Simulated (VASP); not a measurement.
# CBrClF₂: harmonic vibrations of a molecule

CBrClF₂, molecule in box, 5 atoms in the cell. PBE, harmonic vibrations; PAW potentials F, C, Cl, Br (PBE set).

## Input

INCAR.step1:
```
SYSTEM = CBrClF2
PREC = Accurate ; ENCUT = 400
EDIFF = 1E-8 ; ISMEAR = 0
SIGMA = 0.01 ; ISYM = 0
LREAL = .False. ; LASPH = .True.
NELM = 100 ; ALGO = Normal
LWAVE = .False. ; LCHARG = .False.
IBRION = 2 ; NSW = 60
ISIF = 2 ; EDIFFG = -0.002
POTIM = 0.5
```

INCAR.step2, as INCAR.step1 but for:
```
- IBRION = 2
- NSW = 60
- ISIF = 2
- EDIFFG = -0.002
- POTIM = 0.5
+ IBRION = 5
+ NFREE = 2
+ POTIM = 0.015
+ NSW = 1
```

KPOINTS:
```
k-points
0
Gamma
  1 1 1
```

POSCAR.step1:
```
CBrClF2
1.0
   11.0000000000      0.0000000000      0.0000000000
    0.0000000000     12.0000000000      0.0000000000
    0.0000000000      0.0000000000     12.0000000000
F C Cl Br
2 1 1 1
Direct
    0.4133136400      0.4721791700      0.5988916700
    0.5890500000      0.3953208300      0.5886666700
    0.5123772700      0.4628541700      0.5367250000
    0.4737409100      0.4058958300      0.4067750000
    0.5869409100      0.6081791700      0.5211583300
```

Commands (each step's output is kept before the next begins):
```
cat potpaw_PBE.64/F/POTCAR potpaw_PBE.64/C/POTCAR potpaw_PBE.64/Cl/POTCAR potpaw_PBE.64/Br/POTCAR > POTCAR
cp INCAR.step1 INCAR
cp POSCAR.step1 POSCAR
mpirun -np 4 vasp_gam > vasp.out
cp CONTCAR POSCAR
cp INCAR.step2 INCAR
mpirun -np 4 vasp_gam > vasp.out
```

## Result

- Vibrations (cm⁻¹; a negative value is imaginary): 1076, 1027, 804, 618, 420, 391, 314, 275, 203
- Zero-point energy (eV): 0.318
- Translations and rotations, which should read zero (cm⁻¹): -8, -6, -6, 0, 9, 16
- Vibrational entropy at 298 K (meV/K): 0.333
- Displaced cells: 30
- Ionic steps, all stages: 86
- Electronic steps, all stages: 1223

VASP 6.6.1 took 1416 s on 4 cores (Intel Xeon Platinum 8375C @ 2.90GHz (Ice Lake)), a shared host.
